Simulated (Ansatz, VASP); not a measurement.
**K2LiAlF6 (lda) in VASP and in Ansatz**

Contents of INCAR:

```
SYSTEM = K2LiAlF6
PREC = Accurate
ENCUT = 520
EDIFF = 1E-6
ISMEAR = 0
SIGMA = 0.1
LREAL = .False.
LASPH = .True.
NELM = 100
ALGO = Normal
ISIF = 2
LWAVE = .False.
LCHARG = .False.
GGA = CA
NBANDS = 44
```

The input KPOINTS:

```
Automatic mesh
0
Gamma
  4 4 4
  0 0 0
```

Contents of POSCAR:

```
K2LiAlF6
1.0
    0.0000000000      3.9210000000      3.9210000000
    3.9210000000      0.0000000000      3.9210000000
    3.9210000000      3.9210000000      0.0000000000
K Li Al F
2 1 1 6
Direct
    0.2500000000      0.2500000000      0.2500000000
    0.7500000000      0.7500000000      0.7500000000
    0.5000000000      0.5000000000      0.5000000000
    0.0000000000      0.0000000000      0.0000000000
    0.7689000000      0.2311000000      0.2311000000
    0.2311000000      0.7689000000      0.2311000000
    0.2311000000      0.7689000000      0.7689000000
    0.7689000000      0.2311000000      0.7689000000
    0.2311000000      0.2311000000      0.7689000000
    0.7689000000      0.7689000000      0.2311000000
```

Input for Ansatz:

```yaml
crystal:
  lattice:
    - [0.0, 3.921, 3.921]
    - [3.921, 0.0, 3.921]
    - [3.921, 3.921, 0.0]
  atoms:
    - { symbol: K, position: [0.25, 0.25, 0.25] }
    - { symbol: K, position: [0.75, 0.75, 0.75] }
    - { symbol: Li, position: [0.5, 0.5, 0.5] }
    - { symbol: Al, position: [0.0, 0.0, 0.0] }
    - { symbol: F, position: [0.7689, 0.2311, 0.2311] }
    - { symbol: F, position: [0.2311, 0.7689, 0.2311] }
    - { symbol: F, position: [0.2311, 0.7689, 0.7689] }
    - { symbol: F, position: [0.7689, 0.2311, 0.7689] }
    - { symbol: F, position: [0.2311, 0.2311, 0.7689] }
    - { symbol: F, position: [0.7689, 0.7689, 0.2311] }
basis:
  ecutwfc: 420
kpoints:
  mp_grid: { grid: [4, 4, 4] }
hamiltonian:
  xc: lda
scf:
  occupations: { method: gaussian, width: 0.1 }
output:
  forces: true
  stress: true
  eigenvalues: true
```

Alike in both runs: task single point; functional LDA; k mesh 4 × 4 × 4; occupations gaussian, width 0.1 eV; no spin polarisation.

|  | VASP | Ansatz |
| --- | --- | --- |
| version | VASP 6.6.1 | Ansatz 0.2.0 |
| potentials or method | VASP PAW LDA potentials, release 64 (K_sv, Li_sv, Al, F) | scalar-relativistic, plane waves, PAW |
| plane-wave cutoff (eV) | 520 | 420 |
| valence electrons in the cell | 66 | 66 |

```tsv
	VASP	Ansatz	Ansatz less VASP
gap on the k mesh at the Fermi level (eV)	7.51	7.54	+0.022
least direct gap on the mesh (eV)	7.51	7.54	+0.022
rms of the force components (eV/Å)	0.077	0.047	-0.0296
```

Atom by atom the forces differ by 0.030 eV/Å (rms over components).

 As with any semilocal functional, this LDA gap is likely too small.
